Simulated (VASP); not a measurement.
Computed with PBEsol GGA, VASP's PBE PAW potentials (set 64) (plane waves; VASP 6.6.1).

VASP ran on this input.

### KPOINTS
```
Automatic mesh
0
Gamma
4 4 4
0 0 0
```

File POSCAR:
```
BaTiO3
1
    3.9200000000     0.0000000000     0.0000000000
    0.0000000000     3.9200000000     0.0000000000
    0.0000000000     0.0000000000     3.9200000000
Ba Ti O
1 1 3
Direct
 -0.0038430000  -0.0039880000  -0.0077810000
  0.5077620000   0.5000910000   0.4995910000
  0.4980690000  -0.0044550000   0.4985380000
 -0.0030940000   0.5099380000   0.5023070000
  0.5011060000   0.4984150000   0.0073450000
```

### INCAR
```
# general
SYSTEM =BaTiO3
PREC   =Accurate
ENCUT  =400
LREAL  =.FALSE.
LASPH  =.TRUE.

# electronic loop
EDIFF  =1E-6
NELM   =100
ALGO   =Normal
LMAXMIX=4

# smearing
ISMEAR =-1
SIGMA  =0.02

# functional
GGA    =PS

# ions
ISIF   =2

# output
LWAVE  =.FALSE.
LCHARG =.FALSE.
```

POTCAR, in this order: Ba_sv Ti_sv O (PBE.64 set). Program: vasp_std.

What VASP printed:

**OSZICAR**
```
       N       E                     dE             d eps       ncg     rms          rms(c)
DAV:   1     0.402184207274E+03    0.40218E+03   -0.18672E+04  1728   0.152E+03
DAV:   2    -0.142670100834E+02   -0.41645E+03   -0.40878E+03  2176   0.447E+02
DAV:   3    -0.504554578522E+02   -0.36188E+02   -0.35670E+02  2592   0.131E+02
DAV:   4    -0.518452867001E+02   -0.13898E+01   -0.13895E+01  2480   0.222E+01
DAV:   5    -0.518847726017E+02   -0.39486E-01   -0.39485E-01  2392   0.291E+00    0.249E+01
DAV:   6    -0.419957279730E+02    0.98890E+01   -0.62727E+01  2560   0.772E+01    0.104E+01
DAV:   7    -0.419887527973E+02    0.69752E-02   -0.80230E+00  2048   0.210E+01    0.689E+00
DAV:   8    -0.419559991743E+02    0.32754E-01   -0.16704E+00  2264   0.128E+01    0.247E+00
DAV:   9    -0.418969494452E+02    0.59050E-01   -0.36095E-01  2136   0.576E+00    0.843E-01
DAV:  10    -0.419018041935E+02   -0.48547E-02   -0.10951E-01  2144   0.215E+00    0.875E-01
DAV:  11    -0.418921486925E+02    0.96555E-02   -0.65612E-02  2464   0.198E+00    0.138E-01
DAV:  12    -0.418920311311E+02    0.11756E-03   -0.23336E-03  2088   0.472E-01    0.410E-02
DAV:  13    -0.418920329331E+02   -0.18020E-05   -0.40584E-04  2432   0.148E-01    0.276E-02
DAV:  14    -0.418920321094E+02    0.82373E-06   -0.48831E-05  2336   0.551E-02    0.438E-03
DAV:  15    -0.418920320754E+02    0.33944E-07   -0.25325E-06  1640   0.114E-02
   1 F= -.41892032E+02 E0= -.41892032E+02  d E =-.561237E-14
```

OUTCAR:
```
------------------------ aborting loop because EDIFF is reached ----------------------------------------
  FORCE on cell =-STRESS in cart. coord.  units (eV):
  Direction    XX          YY          ZZ          XY          YZ          ZX
  --------------------------------------------------------------------------------------
  Total        1.8761614      1.8111702      1.8467003     -0.0074900      0.0554683      0.0259599
  in kB       49.9025321     48.1738814     49.1189194     -0.1992212      1.4753575      0.6904867
  external PRESSURE =      49.0651110 kB  Pullay stress =       0.0000000 kB
  volume of cell :       60.24
      direct lattice vectors                 reciprocal lattice vectors
     3.920000000  0.000000000  0.000000000     0.255102041  0.000000000  0.000000000
     0.000000000  3.920000000  0.000000000     0.000000000  0.255102041  0.000000000
     0.000000000  0.000000000  3.920000000     0.000000000  0.000000000  0.255102041
 POSITION                                       TOTAL-FORCE (eV/Angst)
 -----------------------------------------------------------------------------------
      3.90494      3.90437      3.88950         0.225717      0.156909      0.285094
      1.99043      1.96036      1.95840        -0.051477     -0.026585     -0.202277
      1.95243      3.90254      1.95427        -0.055349      0.298352      0.129843
      3.90787      1.99896      1.96904        -0.005350     -0.324045      0.055319
      1.96434      1.95379      0.02879        -0.113541     -0.104631     -0.267978
 -----------------------------------------------------------------------------------
    total drift:                                0.000885      0.000719     -0.000384
  FREE ENERGIE OF THE ION-ELECTRON SYSTEM (eV)
  ---------------------------------------------------
  free  energy   TOTEN  =       -41.8920320754 eV

  energy  without entropy=      -41.8920320754  energy(sigma->0) =      -41.89203208
```
(Selected blocks of OUTCAR.)

**OUTCAR**
```
 val. band max:        4.1845032689   @ k =   0.5000   0.5000   0.5000

 cond. band min:       6.0117623822   @ k =   0.0000   0.0000   0.0000


 Fermi energy:         4.7810918282

 k-point     1 :       0.0000    0.0000    0.0000
  band No.  band energies     occupation
      1     -51.9128      2.00000
      2     -28.2906      2.00000
      3     -28.2883      2.00000
      4     -28.2858      2.00000
      5     -20.4479      2.00000
      6     -12.7584      2.00000
      7     -12.1055      2.00000
      8     -12.0937      2.00000
      9      -5.6467      2.00000
     10      -5.6445      2.00000
     11      -5.6434      2.00000
     12       1.9074      2.00000
     13       1.9138      2.00000
     14       1.9207      2.00000
     15       2.9500      2.00000
     16       2.9615      2.00000
     17       2.9758      2.00000
     18       4.0685      2.00000
     19       4.0751      2.00000
     20       4.0908      2.00000
     21       6.0118      0.00000
     22       6.0365      0.00000
     23       6.0545      0.00000
     24       8.5713      0.00000

 k-point     2 :       0.2500    0.0000    0.0000
  band No.  band energies     occupation
      1     -51.9128      2.00000
      2     -28.3277      2.00000
      3     -28.2868      2.00000
      4     -28.2844      2.00000
      5     -20.3631      2.00000
      6     -12.8964      2.00000
      7     -12.0760      2.00000
      8     -11.9673      2.00000
      9      -5.5419      2.00000
     10      -5.5405      2.00000
     11      -5.3559      2.00000
     12       0.9148      2.00000
     13       1.6323      2.00000
     14       1.6397      2.00000
     15       2.3435      2.00000
     16       2.4354      2.00000
     17       2.5496      2.00000
     18       2.9202      2.00000
     19       3.7258      2.00000
     20       3.7323      2.00000
     21       6.1001      0.00000
     22       7.1068      0.00000
     23       7.1128      0.00000
     24       8.5759      0.00000
...
```

At this cut-off the stress carries a Pulay error, which pulls relaxed volumes low. Unless said otherwise, spin-orbit coupling is left out, though it shifts the bands of the heavy elements here.

The structure is a typed BaTiO3 crystal. The cell was not relaxed at this level, atoms are displaced from their ideal sites, and its volume differs by -5.9 % from the start's.
